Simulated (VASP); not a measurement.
Computed with PBE GGA, VASP's PBE PAW potentials (set 64) (plane waves; VASP 6.6.1).

VASP input:

### INCAR
```
! general
SYSTEM =Ni3Al
PREC   =Accurate
ENCUT  =400   ! plane-wave cut-off (eV)
LREAL  =.FALSE.
LASPH  =.TRUE.   ! aspherical one-centre terms

! electronic loop
EDIFF  =1E-6   ! SCF stop (eV)
NELM   =100   ! most electronic steps
ALGO   =Normal   ! blocked Davidson
IMIX   =1
AMIX   =1.0
BMIX   =1.0
LMAXMIX=4   ! l cut-off of mixed one-centre charges

! smearing
ISMEAR =1   ! Methfessel-Paxton
SIGMA  =0.1   ! width (eV)

! functional
GGA    =PE   ! PBE

! spin
ISPIN  =2   ! spin-polarised
MAGMOM =0.0 3*0.5

! ions
ISIF   =2

! output
LWAVE  =.FALSE.
LCHARG =.FALSE.
LORBIT =10
```

### POSCAR
```
Ni3Al
1
    3.5017940000     0.0000000000     0.0000000000
    0.0000000000     3.5058800000     0.0000000000
    0.0000000000     0.0000000000     3.6196940000
Al Ni
1 3
Direct
  0.0000000000   0.0000000000   0.0000000000
  0.0000000000   0.5000000000   0.5000000000
  0.5000000000   0.0000000000   0.5000000000
  0.5231620000   0.5000000000   0.0000000000
```

KPOINTS:
```
Automatic mesh
0
Gamma
8 8 8
0 0 0
```

POTCAR, in this order: Al Ni (PBE.64 set). Program: vasp_std.

The run wrote:

**OUTCAR**
```
 ion  position               nearest neighbor table
   1  0.000  0.000  0.000-   4 2.42   4 2.42   3 2.52   3 2.52   3 2.52   3 2.52   2 2.52   2 2.52
                             2 2.52   2 2.52   4 2.54   4 2.54
   2  0.000  0.500  0.500-   4 2.46   4 2.46   3 2.48   3 2.48   3 2.48   3 2.48   1 2.52   1 2.52
                             1 2.52   1 2.52   4 2.58   4 2.58
   3  0.500  0.000  0.500-   2 2.48   2 2.48   2 2.48   2 2.48   1 2.52   1 2.52   1 2.52   1 2.52
                             4 2.52   4 2.52   4 2.52   4 2.52
   4  0.523  0.500  0.000-   1 2.42   1 2.42   2 2.46   2 2.46   3 2.52   3 2.52   3 2.52   3 2.52
                             1 2.54   1 2.54   2 2.58   2 2.58
  LATTYP: Found a simple orthorhombic cell.
 ALAT       =     3.5017940000
 B/A-ratio  =     1.0011668305
 C/A-ratio  =     1.0336684568
 Subroutine PRICEL returns:
 Original cell was already a primitive cell.
 Subroutine GETGRP returns: Found  4 space group operations
The static configuration has the point symmetry C_2v.
The dynamic configuration has the point symmetry C_2v.
The overall configuration has the point symmetry C_2v.
 Subroutine INISYM returns: Found  4 space group operations
 Subroutine IBZKPT returns following result:
 Found    125 irreducible k-points:

 Following reciprocal coordinates:
            Coordinates               Weight
  0.000000  0.000000  0.000000      1.000000
  0.125000  0.000000  0.000000      2.000000
  0.250000  0.000000  0.000000      2.000000
  0.375000  0.000000  0.000000      2.000000
  0.500000  0.000000  0.000000      1.000000
  0.000000  0.125000  0.000000      2.000000
  0.125000  0.125000  0.000000      4.000000
  0.250000  0.125000  0.000000      4.000000
  0.375000  0.125000  0.000000      4.000000
  0.500000  0.125000  0.000000      2.000000
  0.000000  0.250000  0.000000      2.000000
  0.125000  0.250000  0.000000      4.000000
  0.250000  0.250000  0.000000      4.000000
  0.375000  0.250000  0.000000      4.000000
  0.500000  0.250000  0.000000      2.000000
  0.000000  0.375000  0.000000      2.000000
  0.125000  0.375000  0.000000      4.000000
  0.250000  0.375000  0.000000      4.000000
  0.375000  0.375000  0.000000      4.000000
  0.500000  0.375000  0.000000      2.000000
  0.000000  0.500000  0.000000      1.000000
  0.125000  0.500000  0.000000      2.000000
  0.250000  0.500000  0.000000      2.000000
  0.375000  0.500000  0.000000      2.000000
  0.500000  0.500000  0.000000      1.000000
  0.000000  0.000000  0.125000      2.000000
  0.125000  0.000000  0.125000      4.000000
  0.250000  0.000000  0.125000      4.000000
  0.375000  0.000000  0.125000      4.000000
  0.500000  0.000000  0.125000      2.000000
  0.000000  0.125000  0.125000      4.000000
  0.125000  0.125000  0.125000      8.000000
  0.250000  0.125000  0.125000      8.000000
  0.375000  0.125000  0.125000      8.000000
  0.500000  0.125000  0.125000      4.000000
  0.000000  0.250000  0.125000      4.000000
  0.125000  0.250000  0.125000      8.000000
  0.250000  0.250000  0.125000      8.000000
  0.375000  0.250000  0.125000      8.000000
  0.500000  0.250000  0.125000      4.000000
   k-points           NKPTS =    125   k-points in BZ     NKDIM =    125   number of bands    NBANDS=     21
   number of dos      NEDOS =    301   number of ions     NIONS =      4
   total plane-waves  NPLWV =  13824
   dimension x,y,z NGX =    24 NGY =   24 NGZ =   24
   dimension x,y,z NGXF=    48 NGYF=   48 NGZF=   48
   ions per type =               1   3
   PREC   = accura    normal or accurate (medium, high low for compatibility)
   ISTART =      0    job   : 0-new  1-cont  2-samecut
   ICHARG =      2    charge: 1-file 2-atom 10-const
   ISPIN  =      2    spin polarized calculation?
...
```

File OSZICAR:
```
       N       E                     dE             d eps       ncg     rms          rms(c)
DAV:   1     0.171040935568E+03    0.17104E+03   -0.12282E+04 10556   0.165E+03
DAV:   2    -0.177129589630E+02   -0.18875E+03   -0.18064E+03 10510   0.330E+02
DAV:   3    -0.258779957771E+02   -0.81650E+01   -0.77094E+01 11621   0.947E+01
DAV:   4    -0.260166823161E+02   -0.13869E+00   -0.13822E+00 12335   0.110E+01
DAV:   5    -0.260215040552E+02   -0.48217E-02   -0.48209E-02 12555   0.193E+00    0.197E+01
DAV:   6    -0.790788486794E+02   -0.53057E+02   -0.33561E+02 11190   0.335E+02    0.783E+01
DAV:   7    -0.446035447643E+03   -0.36696E+03   -0.40220E+03 13984   0.613E+02    0.160E+02
DAV:   8    -0.150512442798E+04   -0.10591E+04   -0.22293E+04 13477   0.200E+03    0.595E+02
DAV:   9    -0.650419919740E+03    0.85470E+03   -0.17322E+04 16153   0.709E+02    0.620E+02
DAV:  10     0.125090473973E+04    0.19013E+04   -0.25833E+04 15965   0.134E+03    0.948E+02
DAV:  11     0.618403184557E+04    0.49331E+04   -0.26435E+04 15831   0.865E+02    0.215E+03
```

File stdout:
```
 POSCAR found type information on POSCAR AlNi
 POSCAR found :  2 types and       4 ions
 Reading from existing POTCAR
 Reading from existing POTCAR
 LDA part: xc-table for (Slater+PW92), standard interpolation
 POSCAR, INCAR and KPOINTS ok, starting setup
 WAVECAR not read
 entering main loop
       N       E                     dE             d eps       ncg     rms          rms(c)
DAV:   1     0.171040935568E+03    0.17104E+03   -0.12282E+04 10556   0.165E+03
DAV:   2    -0.177129589630E+02   -0.18875E+03   -0.18064E+03 10510   0.330E+02
DAV:   3    -0.258779957771E+02   -0.81650E+01   -0.77094E+01 11621   0.947E+01
DAV:   4    -0.260166823161E+02   -0.13869E+00   -0.13822E+00 12335   0.110E+01
DAV:   5    -0.260215040552E+02   -0.48217E-02   -0.48209E-02 12555   0.193E+00    0.197E+01
DAV:   6    -0.790788486794E+02   -0.53057E+02   -0.33561E+02 11190   0.335E+02    0.783E+01
DAV:   7    -0.446035447643E+03   -0.36696E+03   -0.40220E+03 13984   0.613E+02    0.160E+02
DAV:   8    -0.150512442798E+04   -0.10591E+04   -0.22293E+04 13477   0.200E+03    0.595E+02
DAV:   9    -0.650419919740E+03    0.85470E+03   -0.17322E+04 16153   0.709E+02    0.620E+02
DAV:  10     0.125090473973E+04    0.19013E+04   -0.25833E+04 15965   0.134E+03    0.948E+02
DAV:  11     0.618403184557E+04    0.49331E+04   -0.26435E+04 15831   0.865E+02    0.215E+03

 -----------------------------------------------------------------------------
|                     _     ____    _    _    _____     _                     |
|                    | |   |  _ \  | |  | |  / ____|   | |                    |
|                    | |   | |_) | | |  | | | |  __    | |                    |
|                    |_|   |  _ <  | |  | | | | |_ |   |_|                    |
|                     _    | |_) | | |__| | | |__| |    _                     |
|                    (_)   |____/   \____/   \_____|   (_)                    |
|                                                                             |
|                                                                             |
|      internal error in RAD_INT: RHOPS /= RHOAE                              |
|                                                                             |
|     If you are not a developer, you should not encounter this problem.      |
|     Please submit a bug report.                                             |
|                                                                             |
 -----------------------------------------------------------------------------
```

VASP stops with an error: internal error in RAD_INT: RHOPS /= RHOAE If you are not a developer, you should not encounter this problem. Please submit a bug report.

The compound is Ni3Al in the L1_2 structure. The cell was not relaxed at this level, atoms are displaced from their ideal sites. The run is one of a series of settings (AMIX = 1.0, BMIX = 1.0, IMIX = 1 against the base run), some of them coarse on purpose.
